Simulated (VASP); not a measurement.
Input for VASP

**POSCAR**
```
MgO
1
    0.0000000000     2.0373237889     2.0373237889
    2.0373237889     0.0000000000     2.0373237889
    2.0373237889     2.0373237889     0.0000000000
Mg O
1 1
Direct
  0.0000000000   0.0000000000   0.0000000000
  0.5000000000   0.5000000000   0.5000000000
```

### KPOINTS
```
K-points
0
G
11 11 11
```

**INCAR**
```
ALGO = Normal
LASPH = .TRUE.   # aspherical one-centre terms
PSTRESS = 100   # kbar
IBRION = 2   # conjugate gradients
ISMEAR = 0   # Gaussian
NSW = 40   # most ionic steps
LCHARG = .FALSE.
NELM = 100   # most electronic steps
LREAL = .FALSE.
SYSTEM = MgO
EDIFFG = -0.02
LWAVE = .FALSE.
EDIFF = 1E-6
ISIF = 3   # ions, shape and volume
ENCUT = 620
SIGMA = 0.05   # width (eV)
PREC = Accurate
```

POTCAR, in this order: Mg O (LDA.64 set). Program: vasp_std.

Q: Write an equivalent input for Ansatz.

A: One equivalent input (not run):
Ansatz 0.2 input:
```yaml
crystal:
  lattice:
    - [0.0000000, 2.0373238, 2.0373238]
    - [2.0373238, 0.0000000, 2.0373238]
    - [2.0373238, 2.0373238, 0.0000000]
  atoms:
    - { symbol: Mg, position: [0.0000000, 0.0000000, 0.0000000] }
    - { symbol: O, position: [0.5000000, 0.5000000, 0.5000000] }
kpoints:
  mp_grid: { grid: [11, 11, 11] }
hamiltonian:
  xc: lda
  pseudopotentials: { kind: paw }
scf:
  occupations: { method: gaussian, width: 0.05 }
  max_iter: 100
relax:
  max_steps: 40
  f_tol: 0.02
  cell: { p_target: 10 }
output: { forces: true, stress: true, eigenvalues: true }
```
Limits of the translation: each code has its own PAW files, so the cut-off isn't converted (ENCUT is set for VASP's; basis.ecutwfc is left out, and Ansatz then takes the one that its files recommend); Ansatz stops its SCF on the density residual and VASP on the energy change (EDIFF); Ansatz's lda is the Perdew-Wang form, while the LDA potentials of VASP carry Perdew-Zunger's.

The compound is MgO in the rock salt structure. It was relaxed first under an external pressure of 10 GPa.
